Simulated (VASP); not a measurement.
All values below come from PBEsol GGA, VASP's PBE PAW potentials (set 64) (plane waves; VASP).

The input files of a VASP run:

KPOINTS:
```
Automatic mesh
0
Gamma
6 6 6
0 0 0
```

### INCAR
```
! general
SYSTEM   =  SrTiO3
PREC     =  Accurate
ENCUT    =  620
LREAL    =  .FALSE.
LASPH    =  .TRUE.

! electronic loop
EDIFF    =  1E-6   ! SCF stop (eV)
NELM     =  100   ! most electronic steps
ALGO     =  Normal   ! blocked Davidson
LMAXMIX  =  4   ! l cut-off of mixed one-centre charges

! smearing
ISMEAR   =  0   ! Gaussian
SIGMA    =  0.05   ! width (eV)

! functional
GGA      =  PS   ! PBEsol

! ions
IBRION   =  2   ! conjugate gradients
NSW      =  40   ! most ionic steps
ISIF     =  3
EDIFFG   =  -0.02   ! ionic stop

! output
LWAVE    =  .FALSE.
LCHARG   =  .FALSE.
```

**POSCAR**
```
SrTiO3
1
    3.8944686983     0.0000000000    -0.0000000000
   -0.0000000000     3.8944686983     0.0000000000
    0.0000000000    -0.0000000000     3.8944686983
Sr Ti O
1 1 3
Direct
  0.0000000000   0.0000000000   0.0000000000
  0.5000000000   0.5000000000   0.5000000000
  0.5000000000   0.0000000000   0.5000000000
  0.0000000000   0.5000000000   0.5000000000
  0.5000000000   0.5000000000   0.0000000000
```

POTCAR, in this order: Sr_sv Ti_sv O (PBE.64 set). Program: vasp_std.

The resulting files:

### OSZICAR
```
       N       E                     dE             d eps       ncg     rms          rms(c)
DAV:   1     0.490771557547E+03    0.49077E+03   -0.24467E+04   960   0.211E+03
DAV:   2     0.490299529821E+01   -0.48587E+03   -0.47864E+03  1120   0.539E+02
DAV:   3    -0.491095709092E+02   -0.54013E+02   -0.51376E+02  1400   0.158E+02
DAV:   4    -0.515560379417E+02   -0.24465E+01   -0.24449E+01  1400   0.323E+01
DAV:   5    -0.516256548390E+02   -0.69617E-01   -0.69613E-01  1336   0.441E+00    0.279E+01
DAV:   6    -0.421203830035E+02    0.95053E+01   -0.62016E+01  1432   0.742E+01    0.171E+01
DAV:   7    -0.421021531099E+02    0.18230E-01   -0.80099E+00  1176   0.220E+01    0.110E+01
DAV:   8    -0.421739730269E+02   -0.71820E-01   -0.22913E+00  1248   0.166E+01    0.385E+00
DAV:   9    -0.420263443977E+02    0.14763E+00   -0.67895E-01  1160   0.858E+00    0.908E-01
DAV:  10    -0.420305518984E+02   -0.42075E-02   -0.10646E-01  1320   0.236E+00    0.755E-01
DAV:  11    -0.420236502683E+02    0.69016E-02   -0.58366E-02  1464   0.206E+00    0.180E-01
DAV:  12    -0.420233803073E+02    0.26996E-03   -0.29277E-03  1192   0.641E-01    0.514E-02
DAV:  13    -0.420234237062E+02   -0.43399E-04   -0.21305E-04  1360   0.117E-01    0.521E-02
DAV:  14    -0.420234086192E+02    0.15087E-04   -0.67668E-05  1440   0.701E-02    0.924E-03
DAV:  15    -0.420234086918E+02   -0.72603E-07   -0.73735E-06  1272   0.241E-02
   1 F= -.42023409E+02 E0= -.42023409E+02  d E =-.420234E+02
```

### OUTCAR
```
------------------------ aborting loop because EDIFF is reached ----------------------------------------
  FORCE on cell =-STRESS in cart. coord.  units (eV):
  Direction    XX          YY          ZZ          XY          YZ          ZX
  --------------------------------------------------------------------------------------
  Total       -0.0176935     -0.0176935     -0.0176935      0.0000000      0.0000000      0.0000000
  in kB       -0.4799325     -0.4799325     -0.4799325      0.0000000      0.0000000      0.0000000
  external PRESSURE =      -0.4799325 kB  Pullay stress =       0.0000000 kB
  volume of cell :       59.07
      direct lattice vectors                 reciprocal lattice vectors
     3.894468698  0.000000000  0.000000000     0.256774435  0.000000000  0.000000000
     0.000000000  3.894468698  0.000000000     0.000000000  0.256774435  0.000000000
     0.000000000  0.000000000  3.894468698     0.000000000  0.000000000  0.256774435
 POSITION                                       TOTAL-FORCE (eV/Angst)
 -----------------------------------------------------------------------------------
      0.00000      0.00000      0.00000         0.000000      0.000000      0.000000
      1.94723      1.94723      1.94723         0.000000      0.000000      0.000000
      1.94723      0.00000      1.94723         0.000000      0.000000      0.000000
      0.00000      1.94723      1.94723         0.000000      0.000000      0.000000
      1.94723      1.94723      0.00000         0.000000      0.000000      0.000000
 -----------------------------------------------------------------------------------
    total drift:                                0.000000     -0.000000     -0.000000
  FREE ENERGIE OF THE ION-ELECTRON SYSTEM (eV)
  ---------------------------------------------------
  free  energy   TOTEN  =       -42.0234086918 eV

  energy  without entropy=      -42.0234086918  energy(sigma->0) =      -42.02340869

 reached required accuracy - stopping structural energy minimisation
```
(Selected blocks of OUTCAR.)

The compound is SrTiO3 in the cubic perovskite structure, the ideal cubic form; the compound distorts at low or room temperature. It was relaxed first.
